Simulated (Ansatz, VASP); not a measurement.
# HfMoS2O2 (1T-HfO2 under 2H-MoS2, AA'): VASP beside Ansatz, part 2 of 2

One calculation is typed for both programs; each brings its own data sets. How far apart do they land? Of the first pair: The structure shown is the start of the Ansatz relaxation below; VASP solves that cell, so the two are compared at the walk's first step.

VASP 6.6.1 and Ansatz 0.2.0.

So far: Set-up; Ansatz: relaxation, LDA.

**3. VASP: single point, LDA, start cell, pair 1**

Level of this step: LDA, no spin polarisation; plane waves and PAW (O, Hf_pv, S, Mo_sv) (VASP).

The same cell, functional (in two slightly different forms), mesh and smearing now go to VASP, with its own data sets.

Lines of VASP's logs that name or quote its potential files are left out, and so is its time.

INCAR

```
SYSTEM = HfMoS2O2
PREC = Accurate
ENCUT = 520
EDIFF = 1E-06
NELM = 120
ISMEAR = -1
SIGMA = 0.05
LREAL = .FALSE.
ALGO = Normal
GGA = PW92
NBANDS = 30
LASPH = .TRUE.
LORBIT = 11
LWAVE = .FALSE.
LCHARG = .FALSE.
ISIF = 2
LDIPOL = .TRUE.
IDIPOL = 3
DIPOL = 0.5 0.5 0.496
LVHAR = .TRUE.
GGA_COMPAT = .FALSE.
EFERMI = MIDGAP
NELMDL = -8
KPAR = 2
```

POSCAR

```
HfMoS2O2
1.0
    3.2100000000      0.0000000000      0.0000000000
   -1.6050000000      2.7799420000      0.0000000000
    0.0000000000      0.0000000000     48.4311890000
O Hf S Mo
2 1 2 1
Direct
    0.6666666667      0.3333333333      0.4098598529
    0.3333333333      0.6666666667      0.4618633460
    0.0000000000      0.0000000000      0.4358615891
    0.0000000000      0.0000000000      0.5227745080
    0.0000000000      0.0000000000      0.5901401471
    0.3333333333      0.6666666667      0.5564573275
```

KPOINTS

```
Automatic mesh
0
Gamma
12 12 1
0 0 0
```

The projector-augmented-wave data sets are O, Hf_pv, S and Mo_sv (LDA family, release 64).

Command:

```sh
mpirun -np 2 vasp_std
```

Numbers of over 12 decimals in the logs are rounded to 6 here.

Log:

```text
[banner, memory and clock lines left out]
running    2 mpi-ranks, on    1 nodes
 distrk:  each k-point on    1 cores,    2 groups
 distr:  one band on    1 cores,    1 groups

 POSCAR found type information on POSCAR O HfS Mo
 POSCAR found :  4 types and       6 ions
|                                                                             |
|               ----> ADVICE to this user running VASP <----                  |
|                                                                             |
|     You enforced a specific xc type in the INCAR file but a different       |
|     [... a line on the potential file left out ...]
|     I HOPE YOU KNOW WHAT YOU ARE DOING!                                     |
|                                                                             |

 LDA part: xc-table for (Slater(with rela. corr.)+PW92), standard interpolation
 POSCAR, INCAR and KPOINTS ok, starting setup
 FFT: planning ... GRIDC
 FFT: planning ... GRID_SOFT
 FFT: planning ... GRID
 WAVECAR not read
 entering main loop
       N       E                     dE             d eps       ncg     rms          rms(c)
DAV:   1     0.397140889886E+03    0.39714E+03   -0.22264E+04  1468   0.122E+03
DAV:   2    -0.914400490201E+01   -0.40628E+03   -0.39627E+03  1582   0.291E+02
DAV:   3    -0.597113290251E+02   -0.50567E+02   -0.49898E+02  1370   0.100E+02
DAV:   4    -0.614676174279E+02   -0.17563E+01   -0.17451E+01  1474   0.194E+01
DAV:   5    -0.615157888722E+02   -0.48171E-01   -0.48088E-01  1478   0.291E+00
DAV:   6    -0.615170223169E+02   -0.12334E-02   -0.12327E-02  1502   0.476E-01
DAV:   7    -0.615170744696E+02   -0.52153E-04   -0.52139E-04  1488   0.827E-02
DAV:   8    -0.615170762457E+02   -0.17761E-05   -0.17757E-05  1334   0.146E-02    0.465E+01
DAV:   9    -0.558866275468E+02    0.56304E+01   -0.42719E+01  1268   0.342E+01    0.436E+01
DAV:  10    -0.549038717733E+02    0.98276E+00   -0.50603E+00  1312   0.162E+01    0.338E+01
DAV:  11    -0.568601983571E+02   -0.19563E+01   -0.64209E+00  1268   0.182E+01    0.166E+01
DAV:  12    -0.546746596272E+02    0.21855E+01   -0.63600E+00  1336   0.190E+01    0.273E+00
DAV:  13    -0.547308268520E+02   -0.56167E-01   -0.12990E+00  1284   0.459E+00    0.180E+00
DAV:  14    -0.547239367814E+02    0.68901E-02   -0.48439E-02  1378   0.122E+00    0.102E+00
[...]
DAV:  26    -0.547160481807E+02   -0.42680E-04   -0.34870E-06  1106   0.107E-02    0.416E-03
DAV:  27    -0.547160693265E+02   -0.21146E-04   -0.15245E-06  1030   0.532E-03    0.470E-03
DAV:  28    -0.547160839128E+02   -0.14586E-04   -0.11164E-06   946   0.395E-03    0.248E-03
DAV:  29    -0.547160906241E+02   -0.67113E-05   -0.25820E-07   838   0.216E-03    0.185E-03
DAV:  30    -0.547160938184E+02   -0.31943E-05   -0.57244E-08   768   0.125E-03    0.153E-03
DAV:  31    -0.547160973821E+02   -0.35638E-05   -0.61767E-08   792   0.112E-03    0.763E-04
DAV:  32    -0.547160999429E+02   -0.25607E-05   -0.61474E-08   762   0.171E-03    0.380E-04
DAV:  33    -0.547161006747E+02   -0.73184E-06   -0.30910E-08   750   0.679E-04
   1 F= -.54716101E+02 E0= -.54715305E+02  d E =-.159078E-02
```

OUTCAR, selected parts (step 3):

```text
ion  position               nearest neighbor table
   1  0.667  0.333  0.410-   3 2.24   3 2.24   3 2.24
   2  0.333  0.667  0.462-   3 2.24   3 2.24   3 2.24
   3  0.000  0.000  0.436-   1 2.24   1 2.24   1 2.24   2 2.24   2 2.24   2 2.24
   4  0.000  0.000  0.523-   6 2.47   6 2.47   6 2.47
   5  0.000  0.000  0.590-   6 2.47   6 2.47   6 2.47
   6  0.333  0.667  0.556-   4 2.47   4 2.47   5 2.47   5 2.47   4 2.47   5 2.47

  LATTYP: Found a hexagonal cell.
 ALAT       =     3.2100000000
 C/A-ratio  =    15.0875978193

 Subroutine GETGRP returns: Found  6 space group operations
 (whereof  6 operations were pure point group operations)

The static configuration has the point symmetry C_3v.

 Found     19 irreducible k-points:

   k-points           NKPTS =     19   k-points in BZ     NKDIM =     19   number of bands    NBANDS=     30

   dimension x,y,z NGX =    24 NGY =   24 NGZ =  360
   dimension x,y,z NGXF=    48 NGYF=   48 NGZF=  720

   ENCUT  =  520.0 eV  38.22 Ry    6.18 a.u.   5.97  5.97 90.05*2*pi/ulx,y,z

   NELECT =      48.0000    total number of electrons

 k-points in reciprocal lattice and weights: Automatic mesh
   0.00000000  0.00000000  0.00000000       0.007
   0.08333333 -0.00000000  0.00000000       0.042
   0.16666667 -0.00000000  0.00000000       0.042
   0.25000000 -0.00000000  0.00000000       0.042
   0.33333333 -0.00000000  0.00000000       0.042
   0.41666667 -0.00000000  0.00000000       0.042
   0.50000000 -0.00000000  0.00000000       0.021
   0.08333333  0.08333333  0.00000000       0.042
   0.16666667  0.08333333  0.00000000       0.083
[...]
0.33333333  0.25000000  0.00000000       0.083
   0.33333333  0.33333333  0.00000000       0.014

 dipolmoment           0.000000      0.000000     -0.013501 electrons x Angstroem

 average (electrostatic) potential at core
       1 -80.5152       2 -80.5486       3 -48.0014       4 -95.3572       5 -95.3525
       6 -85.4101

 E-fermi :  -3.5803

 k-point     1 :       0.0000    0.0000    0.0000
  band No.  band energies     occupation
    ...
     20      -5.9542      2.00000
     21      -5.4680      2.00000
     22      -4.9545      2.00000
     23      -4.9545      2.00000
     24      -3.8766      1.99467
     25      -2.1225      0.00000
     26      -2.1225      0.00000
     27      -1.5017      0.00000
     28      -1.0710      0.00000
     29      -1.0710      0.00000
    ...

 k-point     2 :       0.0833   -0.0000    0.0000
  band No.  band energies     occupation
    ...
     20      -5.8537      2.00000
     21      -5.8054      2.00000
     22      -5.1118      2.00000
     23      -4.7740      2.00000
     24      -3.9128      1.99741
     25      -2.2341      0.00000
     26      -1.9755      0.00000
     27      -1.5021      0.00000
     28      -1.2429      0.00000
     29      -1.2168      0.00000
    ...

 k-point     3 :       0.1667   -0.0000    0.0000
  band No.  band energies     occupation
    ...
     20      -6.3304      2.00000
     21      -5.5757      2.00000
     22      -5.4822      2.00000
     23      -4.7826      2.00000
     24      -4.1021      1.99994
     25      -2.5275      0.00000
     26      -1.6918      0.00000
     27      -1.5809      0.00000
     28      -1.4020      0.00000
     29      -1.3013      0.00000
    ...

  Total      -10.3039101    -10.3039134    -18.2467272     -0.0000000      0.0000000      0.0000000
  in kB      -38.1985382    -38.1985507    -67.6440595     -0.0000000      0.0000000      0.0000000
  external PRESSURE =     -48.0137161 kB  Pullay stress =       0.0000000 kB

  energy-cutoff  :      520.00
  volume of cell :      432.18
      direct lattice vectors                 reciprocal lattice vectors
     3.210000000  0.000000000  0.000000000     0.311526480  0.179859868  0.000000000
    -1.605000000  2.779942000  0.000000000     0.000000000  0.359719735  0.000000000
     0.000000000  0.000000000 48.431189000     0.000000000  0.000000000  0.020647852

 POSITION                                       TOTAL-FORCE (eV/Angst)
 -----------------------------------------------------------------------------------
      1.60500      0.92665     19.85000        -0.000000      0.000000      4.759156
     -0.00000      1.85329     22.36859         0.000000      0.000000     -4.650524
      0.00000      0.00000     21.10929         0.000000     -0.000000     -0.034875
      0.00000      0.00000     25.31859         0.000000      0.000000      1.778177
      0.00000      0.00000     28.58119        -0.000000      0.000000     -1.838467
     -0.00000      1.85329     26.94989        -0.000000      0.000000     -0.013467
 -----------------------------------------------------------------------------------
    total drift:                                0.000000     -0.000004      0.000042

  FREE ENERGIE OF THE ION-ELECTRON SYSTEM (eV)
  ---------------------------------------------------
  free  energy   TOTEN  =       -54.7161006747 eV

  energy  without entropy=      -54.7145098942  energy(sigma->0) =      -54.71530528

 vacuum level on the upper side and lower side of the slab         2.412         2.686

 total charge
# of ion       s       p       d       tot
------------------------------------------
    1        1.561   3.344   0.000   4.905
    2        1.562   3.343   0.000   4.905
    3        0.294   6.523   1.352   8.169
    4        1.364   2.286   0.000   3.650
    5        1.363   2.291   0.000   3.653
    6        2.275   6.190   3.856  12.321
--------------------------------------------------
tot          8.419  23.977   5.208  37.604

[... 3 further parts left out ...]
```

**4. Differences**

Known differences besides the potentials themselves: Ansatz cuts the interaction across the vacuum, VASP repeats the sheet with a dipole correction; the data sets hold 64 valence electrons in Ansatz (on its default PAW (the set named soft_2) files) and 48 in VASP; the cutoff is 420 eV in Ansatz and 520 eV in VASP; VASP's log shows a relativistic correction to its local exchange, Ansatz's none. Total energies have different zeros and are not compared.

Forces (eV/Å; atoms numbered as in POSCAR):

| atom | Ansatz x, y, z | VASP x, y, z |
| --- | --- | --- |
| O1 | 0.000, 0.000, 4.618 | 0.000, 0.000, 4.759 |
| O2 | 0.000, 0.000, -4.518 | 0.000, 0.000, -4.651 |
| Hf3 | 0.000, 0.000, -0.027 | 0.000, 0.000, -0.035 |
| S4 | 0.000, 0.000, 1.783 | 0.000, 0.000, 1.778 |
| S5 | 0.000, 0.000, -1.841 | 0.000, 0.000, -1.838 |
| Mo6 | 0.000, 0.000, -0.014 | 0.000, 0.000, -0.013 |

The forces differ by 46 meV/Å r.m.s., which is 2.7 % of the r.m.s. force of 1.680 eV/Å (both taken over all components). With vacuum in the cell, a pressure given here is an average over mostly empty space and none of the material.

**5. Ansatz: relaxation, LDA**

This run makes the geometry at which the two programs are then compared.

The structure compared here is the end of the Ansatz relaxation.

input.yaml

```yaml
crystal:
  lattice:
    - [3.21, 0.0, 0.0]
    - [-1.605, 2.7799415461, 0.0]
    - [0.0, 0.0, 48.4311886125]
  atoms:
    - { symbol: O, position: [0.6666666667, 0.3333333333, 0.4098598562] }
    - { symbol: Hf, position: [0.0, 0.0, 0.4358616016] }
    - { symbol: O, position: [0.3333333333, 0.6666666667, 0.4618633471] }
    - { symbol: S, position: [0.0, 0.0, 0.5227745096] }
    - { symbol: Mo, position: [0.3333333333, 0.6666666667, 0.5564573267] }
    - { symbol: S, position: [0.0, 0.0, 0.5901401438] }
  periodic: [true, true, false]
kpoints:
  mp_grid: { grid: [12, 12, 1] }
hamiltonian:
  xc: lda
scf:
  occupations: { method: fermi_dirac, width: 0.05 }
  convergence: { dr2_threshold: 1.0e-09 }
relax:
  f_tol: 0.004
  max_steps: 90
  cell: {}
output:
  write_potential: true
  write_density: true
  volumetric_format: npy
```

Command:

```sh
ansatz run input.yaml --threads 4 --pin off --max-ram 6144MiB --backend cpu --events-out ev --progress --plain --runs-dir out
```

Log:

```text
[...]
Crystal: 6 atoms, lattice volume = 432.181 Å³
Basis set: ecut = 420 eV, 8597 PW (Γ)
Bands: 39, of which v1, the nominal top of the filled ones, is band 32 counted from 1 (31 counted from 0)
Symmetry: 6 space group operations
[...]
k-points: 19 of 144 (time reversal used)
[...]
cell:  # Å, volume = 420.7626 Å³
    - [3.167311, 0.0, 0]
    - [-1.583655, 2.742971, 0]
    - [0, 0, 48.4311886125]
  atoms:
    - { symbol: O, position: [0.666667, 0.333333, 0.422323] }
    - { symbol: Hf, position: [-1.2335811384541446e-17, -2.77555756156229e-17, 0.442335] }
    - { symbol: O, position: [0.333333, 0.666667, 0.462232] }
[...]
- { symbol: Mo, position: [0.333333, 0.666667, 0.550016] }
[...]
[key lines of the parts left out:]
SCF converged after 4 iterations
Free energy (F): -23176.977693 eV
Fermi energy:    -5.371885 eV
P = ½ c Tr σ = -0.0013 N/m
```

**6. VASP: single point, LDA, relaxed cell, pair 2**

The same cell, functional (in two slightly different forms), mesh and smearing now go to VASP, with its own data sets.

INCAR is that of step 3.

POSCAR

```
HfMoS2O2
1.0
    3.1673106395      0.0000000000      0.0000000000
   -1.5836553198      2.7429714755      0.0000000000
    0.0000000000      0.0000000000     48.4311886125
O Hf S Mo
2 1 2 1
Direct
    0.6666666667      0.3333333333      0.4223228992
    0.3333333333      0.6666666667      0.4622320513
    0.0000000000      0.0000000000      0.4423352976
    0.0000000000      0.0000000000      0.5183099077
    0.0000000000      0.0000000000      0.5817411030
    0.3333333333      0.6666666667      0.5500155262
```

KPOINTS is that of step 3.

Command:

```sh
mpirun -np 2 vasp_std
```

Log:

```text
[banner, memory and clock lines left out]
running    2 mpi-ranks, on    1 nodes
[...]
[... a notice as in an earlier step ...]

 LDA part: xc-table for (Slater(with rela. corr.)+PW92), standard interpolation
 POSCAR, INCAR and KPOINTS ok, starting setup
[...]
entering main loop
       N       E                     dE             d eps       ncg     rms          rms(c)
DAV:   1     0.429949907369E+03    0.42995E+03   -0.22535E+04  1484   0.124E+03
DAV:   2    -0.842159487887E+01   -0.43837E+03   -0.42640E+03  1596   0.298E+02
DAV:   3    -0.617926342553E+02   -0.53371E+02   -0.52897E+02  1366   0.105E+02
DAV:   4    -0.633848895518E+02   -0.15923E+01   -0.15806E+01  1342   0.194E+01
[...]
DAV:  29    -0.566580862405E+02   -0.13184E-05   -0.39147E-08   642   0.667E-04    0.445E-04
DAV:  30    -0.566580876664E+02   -0.14259E-05   -0.42279E-08   690   0.551E-04    0.262E-04
DAV:  31    -0.566580882084E+02   -0.54197E-06   -0.16123E-08   624   0.368E-04
   1 F= -.56658088E+02 E0= -.56658088E+02  d E =-.158469E-07
```

OUTCAR, selected parts (step 6):

```text
  Total       -0.5955826     -0.5955826     -0.4484818      0.0000000      0.0000000      0.0000000
  in kB       -2.2678560     -2.2678560     -1.7077264      0.0000000      0.0000000      0.0000000
  external PRESSURE =      -2.0811462 kB  Pullay stress =       0.0000000 kB

 POSITION                                       TOTAL-FORCE (eV/Angst)
 -----------------------------------------------------------------------------------
      1.58366      0.91432     20.45360         0.000000     -0.000000      0.192712
     -0.00000      1.82865     22.38645        -0.000000      0.000000     -0.190452
      0.00000      0.00000     21.42282        -0.000000      0.000000     -0.001902
      0.00000      0.00000     25.10236         0.000000      0.000000      0.001010
      0.00000      0.00000     28.17441        -0.000000      0.000000     -0.002350
     -0.00000      1.82865     26.63791         0.000000      0.000000      0.000981
 -----------------------------------------------------------------------------------
    total drift:                                0.000000     -0.000000     -0.000364

  FREE ENERGIE OF THE ION-ELECTRON SYSTEM (eV)
  ---------------------------------------------------
  free  energy   TOTEN  =       -56.6580882084 eV

  energy  without entropy=      -56.6580881925  energy(sigma->0) =      -56.65808820

[... 1 part as in an earlier step ...]

[... 2 further parts left out ...]
[key lines of the parts left out:]
E-fermi :  -2.8551
```

**7. Side by side**

What differs besides the data sets and the points named for the pairs above, as far as they apply: the data sets hold 64 valence electrons in Ansatz (on its default PAW (the set named soft_2) files) and 48 in VASP. Total energies have different zeros and are not compared.

Both answers:

| quantity | Ansatz | VASP | difference |
| --- | --- | --- | --- |
| gap on the k mesh (eV) | 1.491 | 1.504 | -0.012 |

Forces (eV/Å; atoms numbered as in POSCAR):

| atom | Ansatz x, y, z | VASP x, y, z |
| --- | --- | --- |
| O1 | 0.000, 0.000, 0.000 | 0.000, 0.000, 0.193 |
| O2 | 0.000, 0.000, 0.000 | 0.000, 0.000, -0.190 |
| Hf3 | 0.000, 0.000, 0.000 | 0.000, 0.000, -0.002 |
| S4 | 0.000, 0.000, 0.000 | 0.000, 0.000, 0.001 |
| S5 | 0.000, 0.000, 0.000 | 0.000, 0.000, -0.002 |
| Mo6 | 0.000, 0.000, 0.000 | 0.000, 0.000, 0.001 |

The forces differ by 64 meV/Å r.m.s., where the r.m.s. force is 0.000 eV/Å in Ansatz and 0.064 eV/Å in VASP: the atoms lie near their places of rest in Ansatz, so a percentage would say little (all taken over all components). A gap on the mesh is an upper bound, since the band edges may lie between its points; neither run holds spin-orbit coupling, which can move the band edges of a compound of Hf. With vacuum in the cell, a pressure given here is an average over mostly empty space and none of the material.

**8. What the set-up changes**

Further runs change the set-up of one program: Ansatz's method, potentials or start, or VASP's data sets, cutoff or form of LDA. The table gives Ansatz less VASP for each quantity, since a change that brings one quantity closer may part another.

| run | r.m.s. force difference (meV/Å) | gap on the k mesh (eV) |
| --- | --- | --- |
| as above | 64 | -0.012 |
| VASP with the data sets O, Hf_sv, S and Mo_sv | 31 | -0.012 |

**9. What came out**

```json
{
 "r.m.s. force difference (single point, LDA, start cell, pair 1)": "2.7 % of the r.m.s. force",
 "r.m.s. force difference (single point, LDA, relaxed cell, pair 2)": "64 meV/Å"
}
```

**Reading.** The r.m.s. force difference is 64 meV/Å (single point, LDA, relaxed cell, pair 2), beyond the 12 meV/Å picked in this series as the mark of a large difference. The data sets hold unlike numbers of valence electrons (64 in Ansatz and 48 in VASP), so part of the differences comes from the potentials. Single point, LDA, relaxed cell, pair 2, VASP with the data sets O, Hf_sv, S and Mo_sv: r.m.s. force difference goes from 64 to 31 meV/Å. How closely two codes agree says nothing of how well the functional describes the real material.

[Lines on the potential files, build, host, timing and source positions are cut from VASP's logs without a mark.]

[Logs are printed without paths, hosts, clocks, repeated set-up lines and the standing remarks that a program may print on its own settings, such as how far it seeks lower states.]

[Hosts, paths, dates, database ids (printed as entryN), source tags and the programs' standing remarks are cut or masked in the printed files.]
